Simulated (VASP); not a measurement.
Write the native input for VASP 6.6.1 that does the following.

```
Task                   : relaxation of cell and atoms
Functional             : PBE
Potentials or basis    : VASP PAW PBE potentials, release 64 (Mg, Sn_d, O)
Cutoff                 : 520 eV
k mesh                 : 6 × 6 × 6
Occupations            : gaussian, width 0.03 eV
Spin                   : no spin polarisation
Further INCAR settings : ALGO = Normal; EDIFF = 1e-07; IBRION = 2; POTIM = 0.3; EDIFFG = -0.005; NSW = 60; ISIF = 3
```

The structure of MgSnO2 lies in POSCAR:

```
MgSnO2                                  
1.0
    3.8973142074      0.0000000000      0.0000000000
    0.0000000000      3.8973142074     -0.0000000000
    0.0000000000      0.0000000000      5.1448702174
  Mg              Sn              O             
     1     1     2
Direct
     0.0000000000000000    0.0000000000000000    0.8979632471648933
     0.5000000000000000    0.5000000000000000    0.2030964334906757
     0.5000000000000000    1.0000000000000000    0.9894824396722146
     0.0000000000000000    0.5000000000000000    0.9894824396722146
```

The cell was built by a generator and needn't be a form met in nature.

These files were run (other wordings do the same):

INCAR

```
PREC = Accurate ; ENCUT = 520
EDIFF = 1E-7 ; ISMEAR = 0
SIGMA = 0.03 ; LREAL = F
LASPH = T ; NELM = 120
ALGO = Normal ; ISIF = 3
LWAVE = F ; LCHARG = F
GGA = PE ; IBRION = 2
NSW = 60 ; EDIFFG = -0.005
POTIM = 0.3 ; KPAR = 2
```

KPOINTS

```
regular mesh
0
Gamma
  6 6 6
```

Potentials or basis: VASP PAW PBE potentials, release 64 (Mg, Sn_d, O).

Run with:

```sh
$ cat potpaw_PBE.64/Mg/POTCAR potpaw_PBE.64/Sn_d/POTCAR potpaw_PBE.64/O/POTCAR > POTCAR
$ mpirun -np 2 vasp_std > vasp.out
```

It gave:

| Item | Value |
| --- | --- |
| Relaxed volume | 19.83 Å³/atom |
| Relaxed cell | a = 3.898 Å, b = 3.898 Å, c = 5.220 Å, α = 90.00°, β = 90.00°, γ = 90.00° |
| Space group after relaxing (to 0.05 Å) | P4mm (No. 99) |
| Energy gained by relaxing | 0.1 meV/atom |
| Ionic steps | 13 |
| Pressure after relaxing | 0.0 GPa |
| Band gap on the k mesh | 1.69 eV, indirect (least direct gap 2.30 eV) |

Caveat: spin-orbit coupling is left out, which moves the levels of the heavy elements.

Wall time 5.9 min on 2 MPI ranks on Intel(R) Xeon(R) Platinum 8375C CPU @ 2.90GHz (Ice Lake) (shared host), peak memory 0.23 GiB a rank.
